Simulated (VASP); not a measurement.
Input:

```yaml
crystal:
  lattice:
    - [0.00000, 3.54819, 3.54819]
    - [3.54819, 0.00000, 3.54819]
    - [3.54819, 3.54819, 0.00000]
  atoms:
    - { symbol: K, position: [0.00352, 0.99648, 0.99648] }
    - { symbol: I, position: [0.50000, 0.50000, 0.50000] }
```

Computed with r2SCAN meta-GGA, VASP's PBE PAW potentials (set 64) (plane waves; VASP 6.6.1). Settings: 480 eV cut-off, 6×6×6 Γ-centred mesh, Gaussian smearing of 0.050 eV, potentials K_sv I.

Unless said otherwise, spin-orbit coupling is left out, though it shifts the bands of the heavy elements here.

What does the run give for the energy per atom (σ→0), band gap (on the k-mesh) with the smallest direct gap where there is one?

```yaml
band gap (on the k-mesh): 4.57 eV
smallest direct gap (on the k-mesh): 4.57 eV
energy per atom (σ→0): -16.992 eV/atom
```

Total energies compare only between runs with the same potentials, cut-off and functional.

The compound is KI in the rock salt structure. This cell was strained or had an atom moved on purpose.
